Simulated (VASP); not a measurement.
All values below come from r2SCAN meta-GGA, VASP's PBE PAW potentials (set 64) (plane waves; VASP).

VASP ran on this input.

File KPOINTS:
```
Regular mesh
0
Gamma
19 19 19
```

**INCAR**
```
SYSTEM  =  V
PREC  =  Accurate; ENCUT  =  400; LREAL  =  .FALSE.
LASPH  =  .TRUE.
EDIFF  =  1E-7; NELM  =  100; ALGO  =  Normal
LMAXMIX  =  4; LMIXTAU  =  .TRUE.
ISMEAR  =  -5
METAGGA  =  R2SCAN
ISIF  =  2
LWAVE  =  .FALSE.; LCHARG  =  .FALSE.; LORBIT  =  11
NEDOS  =  601
```

POSCAR:
```
V
1
   -1.4890856498     1.4890856498     1.4890856498
    1.4890856498    -1.4890856498     1.4890856498
    1.4890856498     1.4890856498    -1.4890856498
V
1
Direct
  0.0000000000   0.0000000000   0.0000000000
```

KPOINTS_OPT:
```
k-points along high-symmetry lines
10
Line-mode
Reciprocal
  0.000000   0.000000   0.000000 ! GAMMA
  0.500000  -0.500000   0.500000 ! H

  0.500000  -0.500000   0.500000 ! H
  0.000000   0.000000   0.500000 ! N

  0.000000   0.000000   0.500000 ! N
  0.000000   0.000000   0.000000 ! GAMMA

  0.000000   0.000000   0.000000 ! GAMMA
  0.250000   0.250000   0.250000 ! P

  0.250000   0.250000   0.250000 ! P
  0.500000  -0.500000   0.500000 ! H

  0.250000   0.250000   0.250000 ! P
  0.000000   0.000000   0.500000 ! N
```

POTCAR, in this order: V_sv (PBE.64 set). Program: vasp_std.

The run wrote:

**OSZICAR**
```
       N       E                     dE             d eps       ncg     rms          rms(c)
DAV:   1     0.632940586834E+02    0.63294E+02   -0.65928E+03  4424   0.122E+03
DAV:   2    -0.176065303708E+02   -0.80901E+02   -0.79248E+02  4542   0.339E+02
DAV:   3    -0.188581353265E+02   -0.12516E+01   -0.12401E+01  4680   0.494E+01
DAV:   4    -0.188656751556E+02   -0.75398E-02   -0.75383E-02  4468   0.406E+00
DAV:   5    -0.188657593060E+02   -0.84150E-04   -0.84146E-04  4588   0.420E-01    0.232E+01
DAV:   6    -0.138095603803E+02    0.50562E+01   -0.13497E+01  4420   0.598E+01    0.336E+00
DAV:   7    -0.141455933344E+02   -0.33603E+00   -0.11558E+00  4400   0.157E+01    0.249E+00
DAV:   8    -0.141147600546E+02    0.30833E-01   -0.25118E-01  4406   0.744E+00    0.904E-01
DAV:   9    -0.141394398870E+02   -0.24680E-01   -0.12400E-02  4410   0.166E+00    0.823E-01
DAV:  10    -0.141345528477E+02    0.48870E-02   -0.22633E-02  4404   0.224E+00    0.822E-02
DAV:  11    -0.141353698194E+02   -0.81697E-03   -0.85362E-04  4404   0.404E-01    0.166E-01
DAV:  12    -0.141349228147E+02    0.44700E-03   -0.60093E-04  4400   0.339E-01    0.980E-02
DAV:  13    -0.141347420395E+02    0.18078E-03   -0.35349E-04  4418   0.264E-01    0.728E-03
DAV:  14    -0.141347410540E+02    0.98549E-06   -0.43791E-06  4442   0.266E-02    0.386E-03
DAV:  15    -0.141347390355E+02    0.20185E-05   -0.73735E-07  4424   0.112E-02    0.812E-04
DAV:  16    -0.141347400446E+02   -0.10091E-05   -0.32914E-08  2232   0.250E-03    0.968E-04
DAV:  17    -0.141347402229E+02   -0.17829E-06   -0.14765E-08  2208   0.178E-03    0.156E-04
DAV:  18    -0.141347403459E+02   -0.12301E-06   -0.11989E-09  2202   0.540E-04    0.489E-05
DAV:  19    -0.141347402311E+02    0.11480E-06   -0.35436E-10  2206   0.318E-04    0.645E-05
DAV:  20    -0.141347402519E+02   -0.20761E-07   -0.82508E-11  2202   0.171E-04
   1 F= -.14134740E+02 E0= -.14134740E+02  d E =0.000000E+00
       N       E                     dE             ncg
```

**OUTCAR**
```
------------------------ aborting loop because EDIFF is reached ----------------------------------------
  FORCE on cell =-STRESS in cart. coord.  units (eV):
  Direction    XX          YY          ZZ          XY          YZ          ZX
  --------------------------------------------------------------------------------------
  Total        0.0305125      0.0305125      0.0305125      0.0000000      0.0000000     -0.0000000
  in kB        3.7014336      3.7014336      3.7014336      0.0000000      0.0000000     -0.0000000
  external PRESSURE =       3.7014336 kB  Pullay stress =       0.0000000 kB
  volume of cell :       13.21
      direct lattice vectors                 reciprocal lattice vectors
    -1.489085650  1.489085650  1.489085650     0.000000000  0.335776522  0.335776522
     1.489085650 -1.489085650  1.489085650     0.335776522  0.000000000  0.335776522
     1.489085650  1.489085650 -1.489085650     0.335776522  0.335776522  0.000000000
 POSITION                                       TOTAL-FORCE (eV/Angst)
 -----------------------------------------------------------------------------------
      0.00000      0.00000      0.00000        -0.000000      0.000000      0.000000
 -----------------------------------------------------------------------------------
    total drift:                                0.000000     -0.000000      0.000000
  FREE ENERGIE OF THE ION-ELECTRON SYSTEM (eV)
  ---------------------------------------------------
  free  energy   TOTEN  =       -14.1347402519 eV

  energy  without entropy=      -14.1347402519  energy(sigma->0) =      -14.13474025

 total charge

# of ion       s       p       d       tot
------------------------------------------
    1        2.345   6.244   3.067  11.655
```
(Selected blocks of OUTCAR.)

For a metal the tetrahedron method with Blöchl corrections gives inexact stress and forces.

The compound is V in the bcc structure. It was relaxed first, which changed the volume by -5 %. The run is not spin-polarised, so no magnetic state was tried.
